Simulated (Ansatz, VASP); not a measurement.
# MnS in two plane-wave programs

One calculation is typed for both programs; each brings its own data sets and cutoff. How far apart do they land?

Calculated with Ansatz 0.2.0; plane waves, with VASP 6.6.1 beside it; relaxation of cell and atoms at r2SCAN.

The database entry behind the starting cell differs from later determinations by our own check (an axis about 0.2 % short against later determinations), so it need not match the best structure at ambient conditions.

**1. Set-up**

The structure is cubic, space group Fm-3m (No. 225). Conventional cell: a = 5.209 Å, b = 5.209 Å, c = 5.209 Å, α = 90.00°, β = 90.00°, γ = 90.00°. Nearest to Mn lie 6 S at 2.60 Å. Nearest to S lie 6 Mn at 2.60 Å. Farther neighbours and most contacts between anions are not listed.

As a file:

```xyz
2
Lattice="0.0000 2.6045 2.6045 2.6045 0.0000 2.6045 2.6045 2.6045 0.0000" Properties=species:S:1:pos:R:3 pbc="T T T"
Mn    0.0000    0.0000    0.0000
S     2.6045    2.6045    2.6045
```

**2. VASP: relaxation of cell and atoms, r2SCAN**

The relaxed volume is the usual yardstick between codes: its relative difference is about their pressure difference at one cell divided by the bulk modulus.

Lines of VASP's logs that name or quote its potential files are left out, and so is its time.

Input file INCAR:

```
SYSTEM = MnS
PREC = Accurate
ENCUT = 400
EDIFF = 1E-06
NELM = 100
ISMEAR = 0
SIGMA = 0.05
LREAL = .FALSE.
ALGO = Normal
METAGGA = R2SCAN
LASPH = .TRUE.
NBANDS = 16
ISPIN = 2
MAGMOM = 4 0
LMAXMIX = 4
LORBIT = 11
LWAVE = .FALSE.
LCHARG = .FALSE.
KPAR = 2
IBRION = 2
NSW = 60
ISIF = 3
EDIFFG = -0.01
```

Input file POSCAR:

```
MnS
1.0
    0.0000000000      2.6045000000      2.6045000000
    2.6045000000      0.0000000000      2.6045000000
    2.6045000000      2.6045000000      0.0000000000
Mn S
1 1
Direct
    0.0000000000      0.0000000000      0.0000000000
    0.5000000000      0.5000000000      0.5000000000
```

Input file KPOINTS:

```
Automatic mesh
0
Gamma
7 7 7
0 0 0
```

Potentials, in the order of the species: Mn_pv and S (PBE family, release 64).

On the command line:

```
$ mpirun -np 2 vasp_std
```

Numbers of over 12 decimals in the logs are rounded to 6 here.

What it wrote:

```text
[banner, memory and clock lines left out]
running    2 mpi-ranks, on    1 nodes
 distrk:  each k-point on    1 cores,    2 groups
 distr:  one band on    1 cores,    1 groups

 POSCAR found type information on POSCAR MnS
 POSCAR found :  2 types and       2 ions
|                                                                             |
|               ----> ADVICE to this user running VASP <----                  |
|                                                                             |
|     You enforced a specific xc type in the INCAR file but a different       |
|     [... a line on the potential file left out ...]
|     I HOPE YOU KNOW WHAT YOU ARE DOING!                                     |
|                                                                             |

 LDA part: xc-table for (None), standard interpolation
 POSCAR, INCAR and KPOINTS ok, starting setup
 FFT: planning ... GRIDC
 FFT: planning ... GRID_SOFT
 FFT: planning ... GRID
 WAVECAR not read
 entering main loop
       N       E                     dE             d eps       ncg     rms          rms(c)
DAV:   1     0.111882096699E+03    0.11188E+03   -0.96379E+03  1336   0.104E+03
DAV:   2    -0.238069504885E+02   -0.13569E+03   -0.12895E+03  1488   0.300E+02
DAV:   3    -0.290679538330E+02   -0.52610E+01   -0.52388E+01  1560   0.663E+01
DAV:   4    -0.291302549082E+02   -0.62301E-01   -0.62295E-01  1544   0.739E+00
DAV:   5    -0.291315803156E+02   -0.13254E-02   -0.13254E-02  1520   0.109E+00    0.120E+01
DAV:   6    -0.247497893451E+02    0.43818E+01   -0.12492E+01  1296   0.433E+01    0.147E+01
DAV:   7    -0.248812799177E+02   -0.13149E+00   -0.93080E-01  1280   0.102E+01    0.829E+00
DAV:   8    -0.248723584932E+02    0.89214E-02   -0.13095E-01  1328   0.494E+00    0.466E+00
DAV:   9    -0.248766359078E+02   -0.42774E-02   -0.75628E-02  1400   0.325E+00    0.871E-01
DAV:  10    -0.248754662916E+02    0.11696E-02   -0.19484E-02  1336   0.180E+00    0.261E-01
DAV:  11    -0.248758102177E+02   -0.34393E-03   -0.10568E-03  1304   0.317E-01    0.147E-01
DAV:  12    -0.248758607904E+02   -0.50573E-04   -0.12148E-04  1456   0.149E-01    0.735E-02
DAV:  13    -0.248758845202E+02   -0.23730E-04   -0.18549E-05  1488   0.469E-02    0.485E-02
DAV:  14    -0.248759014511E+02   -0.16931E-04   -0.68058E-06  1408   0.278E-02    0.141E-02
DAV:  15    -0.248759037383E+02   -0.22871E-05   -0.31445E-06  1344   0.146E-02    0.602E-03
DAV:  16    -0.248759056613E+02   -0.19230E-05   -0.39461E-07   648   0.485E-03    0.149E-03
DAV:  17    -0.248759055239E+02    0.13734E-06   -0.29435E-08   640   0.175E-03
   1 F= -.24875906E+02 E0= -.24875423E+02  d E =-.248759E+02  mag=     4.9652
 curvature:   0.00 expect dE= 0.000E+00 dE for cont linesearch  0.000E+00
 trial: gam= 0.00000 g(F)=  0.147E-64 g(S)=  0.650E-04 ort = 0.000E+00 (trialstep = 0.100E+01)
 search vector abs. value=  0.650E-04
 bond charge predicted
       N       E                     dE             d eps       ncg     rms          rms(c)
DAV:   1    -0.248769779899E+02   -0.10723E-02   -0.19235E-02  1280   0.200E+00    0.333E-01
DAV:   2    -0.248758087921E+02    0.11692E-02   -0.26973E-03  1280   0.854E-01    0.294E-01
DAV:   3    -0.248760081029E+02   -0.19931E-03   -0.30469E-04  1328   0.164E-01    0.803E-02
DAV:   4    -0.248759864518E+02    0.21651E-04   -0.30762E-05  1440   0.503E-02    0.435E-02
DAV:   5    -0.248759615973E+02    0.24854E-04   -0.16674E-05  1384   0.266E-02    0.201E-02
DAV:   6    -0.248759668284E+02   -0.52310E-05   -0.49650E-06  1392   0.281E-02    0.153E-02
DAV:   7    -0.248759570113E+02    0.98170E-05   -0.15542E-06   984   0.142E-02    0.225E-03
DAV:   8    -0.248759559604E+02    0.10509E-05   -0.82182E-08   640   0.276E-03    0.105E-03
DAV:   9    -0.248759559828E+02   -0.22400E-07   -0.25108E-08   640   0.142E-03
   2 F= -.24875956E+02 E0= -.24875475E+02  d E =-.504589E-04  mag=     4.9651
 trial-energy change:   -0.000050  1 .order   -0.000020   -0.000065    0.000024
 step:   0.9043(harm=  0.7297)  dis= 0.00000  next Energy=   -24.875957 (dE=-0.516E-04)
 reached required accuracy - stopping structural energy minimisation
```

From OUTCAR (step 2):

```text
ion  position               nearest neighbor table
   1  0.000  0.000  0.000-   2 2.60   2 2.60   2 2.60   2 2.60   2 2.60   2 2.60
   2  0.500  0.500  0.500-   1 2.60   1 2.60   1 2.60   1 2.60   1 2.60   1 2.60

  LATTYP: Found a face centered cubic cell.
 ALAT       =     5.2090000000

 Subroutine GETGRP returns: Found 48 space group operations
 (whereof 48 operations were pure point group operations)

The static configuration has the point symmetry O_h .

 Found     20 irreducible k-points:

   k-points           NKPTS =     20   k-points in BZ     NKDIM =     20   number of bands    NBANDS=     16

   dimension x,y,z NGX =    24 NGY =   24 NGZ =   24
   dimension x,y,z NGXF=    48 NGYF=   48 NGZF=   48

   ENCUT  =  400.0 eV  29.40 Ry    5.42 a.u.   6.01  6.01  6.01*2*pi/ulx,y,z

   NELECT =      19.0000    total number of electrons

 k-points in reciprocal lattice and weights: Automatic mesh
   0.00000000  0.00000000  0.00000000       0.003
   0.14285714  0.00000000  0.00000000       0.023
   0.28571429  0.00000000  0.00000000       0.023
   0.42857143  0.00000000  0.00000000       0.023
   0.14285714  0.14285714  0.00000000       0.017
   0.28571429  0.14285714  0.00000000       0.070
   0.42857143  0.14285714  0.00000000       0.070
  -0.42857143  0.14285714  0.00000000       0.070
  -0.28571429  0.14285714  0.00000000       0.070
[...]
-0.42857143  0.42857143  0.14285714       0.070
  -0.28571429  0.42857143  0.14285714       0.070

 average (electrostatic) potential at core
       1 -73.8520       2 -87.9226

 E-fermi :   6.6501

 spin component 1
 k-point     1 :       0.0000    0.0000    0.0000
  band No.  band energies     occupation
    ...
      8       2.6935      1.00000
      9       2.6935      1.00000
     10       4.6111      1.00000
     11       4.6111      1.00000
     12       4.6111      1.00000
     13       8.7836      0.00000
     14      15.4944      0.00000
     15      15.4944      0.00000
     16      15.4944      0.00000

 k-point     2 :       0.1429    0.0000    0.0000
  band No.  band energies     occupation
    ...
      8       2.7118      1.00000
      9       2.7119      1.00000
     10       3.8157      1.00000
     11       5.1287      1.00000
     12       5.1288      1.00000
     13       9.8923      0.00000
     14      14.2363      0.00000
     15      15.2757      0.00000
     16      15.2758      0.00000

 k-point     3 :       0.2857    0.0000    0.0000
  band No.  band energies     occupation
    ...
      8       2.9032      1.00000
      9       2.9032      1.00000
     10       3.4693      1.00000
     11       5.9912      1.00000
     12       5.9913      1.00000
     13      10.5225      0.00000
     14      13.6904      0.00000
     15      13.6904      0.00000
     16      14.1942      0.00000

 k-point     4 :       0.4286    0.0000    0.0000
  band No.  band energies     occupation
    ...
      8       3.0659      1.00000
      9       3.0659      1.00000
     10       3.5176      1.00000
     11       6.6114      0.86277
     12       6.6115      0.86260
     13       9.9119      0.00000
     14      12.4893      0.00000
     15      12.4893      0.00000
     16      15.4440      0.00000

 k-point     5 :       0.1429    0.1429    0.0000
  band No.  band energies     occupation
    ...
      8       2.5330      1.00000
      9       2.7363      1.00000
     10       4.5589      1.00000
     11       4.5589      1.00000
     12       4.6430      1.00000
     13      10.4155      0.00000
     14      14.1441      0.00000
     15      14.5184      0.00000
     16      15.4648      0.00000

 k-point     6 :       0.2857    0.1429    0.0000
  band No.  band energies     occupation
    ...
      8       2.7047      1.00000
      9       2.9229      1.00000
     10       3.6970      1.00000
     11       4.8915      1.00000
     12       5.5844      1.00000
     13      11.2947      0.00000
     14      12.6593      0.00000
     15      13.6866      0.00000
     16      15.0593      0.00000

  Total        0.0111028      0.0111028      0.0111028      0.0000000      0.0000000      0.0000000
  in kB        0.5045270      0.5045270      0.5045270      0.0000000      0.0000000      0.0000000
  external PRESSURE =       0.5045270 kB  Pullay stress =       0.0000000 kB

  energy-cutoff  :      400.00
  volume of cell :       35.26
      direct lattice vectors                 reciprocal lattice vectors
    -0.000000000  2.602616520  2.602616520    -0.192114357  0.192114357  0.192114357
     2.602616520  0.000000000  2.602616520     0.192114357 -0.192114357  0.192114357
     2.602616520  2.602616520  0.000000000     0.192114357  0.192114357 -0.192114357

 POSITION                                       TOTAL-FORCE (eV/Angst)
 -----------------------------------------------------------------------------------
      2.60262      5.20523      2.60262         0.000000     -0.000000     -0.000000
      2.60262      2.60262      2.60262         0.000000      0.000000      0.000000
 -----------------------------------------------------------------------------------
    total drift:                               -0.000000     -0.000000      0.000000

  FREE ENERGIE OF THE ION-ELECTRON SYSTEM (eV)
  ---------------------------------------------------
  free  energy   TOTEN  =       -24.8759559828 eV

  energy  without entropy=      -24.8749939249  energy(sigma->0) =      -24.87547495

 reached required accuracy - stopping structural energy minimisation

 total charge
# of ion       s       p       d       tot
------------------------------------------
    1        0.220   6.162   4.899  11.281
    2        1.310   2.477   0.000   3.787
--------------------------------------------------
tot          1.530   8.639   4.899  15.068

 magnetization (x)
# of ion       s       p       d       tot
------------------------------------------
    1        0.051   0.037   4.400   4.488
    2        0.030   0.106   0.000   0.135
--------------------------------------------------
tot          0.080   0.143   4.400   4.623

[... 6 further parts left out ...]
```

Experiment finds antiferromagnetic order in this phase (below 150 K, arxiv:1108.4537), so this ferromagnetic run describes another state.

(Part 1 of 2 ends here.)

[Lines on the potential files, build, host, timing and source positions are cut from VASP's logs without a mark.]

[Logs are printed without paths, hosts, clocks, repeated set-up lines and the standing remarks that a program may print on its own settings, such as how far it seeks lower states.]

[Hosts, paths, dates, database ids (printed as entryN), source tags and the programs' standing remarks are cut or masked in the printed files.]
